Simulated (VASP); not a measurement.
Given:

```
TiC
1.0
    0.00000     2.16628     2.16628
    2.16628     0.00000     2.16628
    2.16628     2.16628     0.00000
Ti C
1 1
Direct
  0.00000   0.00000   0.00000
  0.50000   0.50000   0.50000
```

Method: r2SCAN meta-GGA, VASP's PBE PAW potentials (set 64) (plane waves; VASP 6.6.1). Numerical set-up: 600 eV cut-off, 14×14×14 Γ-centred mesh, first-order Methfessel-Paxton smearing of 0.10 eV, potentials Ti_sv C.

Each row applies one change to this cell, which was relaxed at other settings and keeps the small stress of the first row; at a fixed cut-off the stress holds a Pulay part, so it need not integrate to ΔE exactly. Stress is in GPa, positive when the cell is compressed.

```tsv
change	ΔE (meV/atom)	σxx	σyy	σzz	largest shear component, with its sign (GPa)	largest force (eV/Å)
none	0.0	-0.05	-0.05	-0.05	0.00	0.000
isotropic strain of +0.5 %	1.7	-3.85	-3.85	-3.85	0.00	0.000
atom 2 (C) moved by 0.050 Å along y	(withheld)	(withheld)	(withheld)	(withheld)	(withheld)	(withheld)
atom 1 (Ti) moved by 0.100 Å along x	22.4	2.92	0.29	0.29	0.00	0.882
uniaxial strain of -1.5 % along y	(withheld)	(withheld)	(withheld)	(withheld)	(withheld)	(withheld)
```

Problem. What belongs in the gaps?

Solution. 
- atom 2 (C) moved by 0.050 Å along y, ΔE (meV/atom): 5.9
- atom 2 (C) moved by 0.050 Å along y, σxx: 0.05
- atom 2 (C) moved by 0.050 Å along y, σyy: 0.69
- atom 2 (C) moved by 0.050 Å along y, σzz: 0.05
- atom 2 (C) moved by 0.050 Å along y, largest shear component, with its sign (GPa): 0.00
- atom 2 (C) moved by 0.050 Å along y, largest force (eV/Å): 0.463
- uniaxial strain of -1.5 % along y, ΔE (meV/atom): 4.1
- uniaxial strain of -1.5 % along y, σxx: 1.99
- uniaxial strain of -1.5 % along y, σyy: 8.46
- uniaxial strain of -1.5 % along y, σzz: 1.99
- uniaxial strain of -1.5 % along y, largest shear component, with its sign (GPa): 0.00
- uniaxial strain of -1.5 % along y, largest force (eV/Å): 0.000

Failed runs are left out, and for metals the shear rows, which the mesh's noise covers.

The compound is TiC in the rock salt structure.
